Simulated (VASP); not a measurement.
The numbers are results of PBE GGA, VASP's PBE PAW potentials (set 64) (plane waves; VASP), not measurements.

VASP input:

**INCAR**
```
ALGO = Normal
EDIFF = 1E-6
ENCUT = 400
GGA = PE
ISIF = 2
ISMEAR = 0
LASPH = .TRUE.
LCHARG = .FALSE.
LMAXMIX = 4
LREAL = .FALSE.
LWAVE = .FALSE.
NELM = 100
PREC = Accurate
SIGMA = 0.05
SYSTEM = PbSe
```

**KPOINTS**
```
Regular mesh
0
gamma
 6 6 6
```

**POSCAR**
```
PbSe
1.0
  0.0000000000   3.1212000000   3.1212000000
  3.1212000000   0.0000000000   3.1212000000
  3.1212000000   3.1212000000   0.0000000000
Pb Se
1 1
direct
  0.0000000000   0.0000000000   0.0000000000
  0.5000000000   0.5000000000   0.5000000000
```

POTCAR, in this order: Pb_d Se (PBE.64 set). Program: vasp_std.

The run wrote:

### OSZICAR
```
       N       E                     dE             d eps       ncg     rms          rms(c)
DAV:   1     0.143294806281E+03    0.14329E+03   -0.86849E+03   454   0.120E+03
DAV:   2     0.217641570824E+01   -0.14112E+03   -0.13880E+03   484   0.315E+02
DAV:   3    -0.828599073432E+01   -0.10462E+02   -0.10431E+02   580   0.946E+01
DAV:   4    -0.851938625866E+01   -0.23340E+00   -0.23331E+00   484   0.182E+01
DAV:   5    -0.852882568027E+01   -0.94394E-02   -0.94389E-02   608   0.322E+00    0.271E+00
DAV:   6    -0.819987391136E+01    0.32895E+00   -0.91032E-01   624   0.709E+00    0.146E+00
DAV:   7    -0.819644778113E+01    0.34261E-02   -0.13752E-01   506   0.200E+00    0.846E-01
DAV:   8    -0.820023092491E+01   -0.37831E-02   -0.16084E-02   478   0.160E+00    0.196E-01
DAV:   9    -0.819958510932E+01    0.64582E-03   -0.30248E-03   682   0.590E-01    0.706E-02
DAV:  10    -0.819969339346E+01   -0.10828E-03   -0.28297E-04   490   0.143E-01    0.220E-02
DAV:  11    -0.819970014823E+01   -0.67548E-05   -0.72069E-05   538   0.974E-02    0.453E-03
DAV:  12    -0.819970051670E+01   -0.36847E-06   -0.40300E-06   538   0.160E-02
   1 F= -.81997005E+01 E0= -.81997005E+01  d E =-.389246E-12
```

File OUTCAR:
```
------------------------ aborting loop because EDIFF is reached ----------------------------------------
  FORCE on cell =-STRESS in cart. coord.  units (eV):
  Direction    XX          YY          ZZ          XY          YZ          ZX
  --------------------------------------------------------------------------------------
  Total       -0.2341343     -0.2341343     -0.2341343      0.0000000      0.0000000     -0.0000000
  in kB       -6.1685167     -6.1685167     -6.1685167      0.0000000      0.0000000     -0.0000000
  external PRESSURE =      -6.1685167 kB  Pullay stress =       0.0000000 kB
  volume of cell :       60.81
      direct lattice vectors                 reciprocal lattice vectors
     0.000000000  3.121200000  3.121200000    -0.160194797  0.160194797  0.160194797
     3.121200000  0.000000000  3.121200000     0.160194797 -0.160194797  0.160194797
     3.121200000  3.121200000  0.000000000     0.160194797  0.160194797 -0.160194797
  FREE ENERGIE OF THE ION-ELECTRON SYSTEM (eV)
  ---------------------------------------------------
  free  energy   TOTEN  =        -8.1997005167 eV

  energy  without entropy=       -8.1997005167  energy(sigma->0) =       -8.19970052
```
(Selected blocks of OUTCAR.)

OUTCAR:
```
 val. band max:        4.3195095824   @ k =   0.5000   0.0000   0.0000

 cond. band min:       4.7921513034   @ k =   0.5000   0.0000   0.0000


 Fermi energy:         4.5491534567

 k-point     1 :       0.0000    0.0000    0.0000
  band No.  band energies     occupation
      1     -12.3894      2.00000
      2     -12.3894      2.00000
      3     -12.3894      2.00000
      4     -12.3828      2.00000
      5     -12.3828      2.00000
      6      -8.7547      2.00000
      7      -2.0332      2.00000
      8       2.7420      2.00000
      9       2.7420      2.00000
     10       2.7420      2.00000
     11       8.9408      0.00000
     12       8.9408      0.00000
     13       8.9408      0.00000
     14      11.0013      0.00000

 k-point     2 :       0.1667    0.0000    0.0000
  band No.  band energies     occupation
      1     -12.3895      2.00000
      2     -12.3895      2.00000
      3     -12.3885      2.00000
      4     -12.3810      2.00000
      5     -12.3810      2.00000
      6      -8.5695      2.00000
      7      -2.5683      2.00000
      8       2.8078      2.00000
      9       2.8078      2.00000
     10       3.0971      2.00000
     11       7.4664      0.00000
     12       7.9966      0.00000
     13       7.9966      0.00000
     14      10.7909      0.00000

 k-point     3 :       0.3333    0.0000    0.0000
  band No.  band energies     occupation
      1     -12.3980      2.00000
      2     -12.3980      2.00000
      3     -12.3869      2.00000
      4     -12.3687      2.00000
      5     -12.3686      2.00000
      6      -8.1176      2.00000
      7      -3.5898      2.00000
      8       2.9856      2.00000
      9       2.9856      2.00000
     10       3.7470      2.00000
     11       5.7502      0.00000
     12       6.7186      0.00000
     13       6.7186      0.00000
     14      11.4938      0.00000

 k-point     4 :       0.5000    0.0000    0.0000
  band No.  band energies     occupation
...
```

Unless said otherwise, spin-orbit coupling is left out, though it shifts the bands of the heavy elements here.

The compound is PbSe in the rock salt structure. The cell was not relaxed at this level.
